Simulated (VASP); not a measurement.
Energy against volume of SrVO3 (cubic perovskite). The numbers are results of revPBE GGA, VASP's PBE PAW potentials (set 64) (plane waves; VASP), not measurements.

```json
[
 {"V (Å³/atom)": "11.061", "E (eV/atom)": "-7.46608"},
 {"V (Å³/atom)": "11.414", "E (eV/atom)": "-7.48577"},
 {"V (Å³/atom)": "11.767", "E (eV/atom)": "-7.49224"},
 {"V (Å³/atom)": "12.120", "E (eV/atom)": "-7.48747"},
 {"V (Å³/atom)": "12.473", "E (eV/atom)": "-7.47314"}
]
```

Fit a third-order Birch-Murnaghan equation of state.

volume per atom: 11.78 Å^3/atom
bulk modulus: 169 GPa
pressure derivative of the bulk modulus: 4.43
lattice constant a: 3.891 Å

Measured: a 3.842 Å (computed value off by +1.3 %), as given by Samuel D. Marks et al., Physical Review Materials (2021), arXiv:2103.05797. The calculation is for a static lattice, while the measured a holds thermal and zero-point effects, which are part of the difference.

The compound is SrVO3 in the cubic perovskite structure. It was relaxed first. The run is not spin-polarised, so no magnetic state was tried.
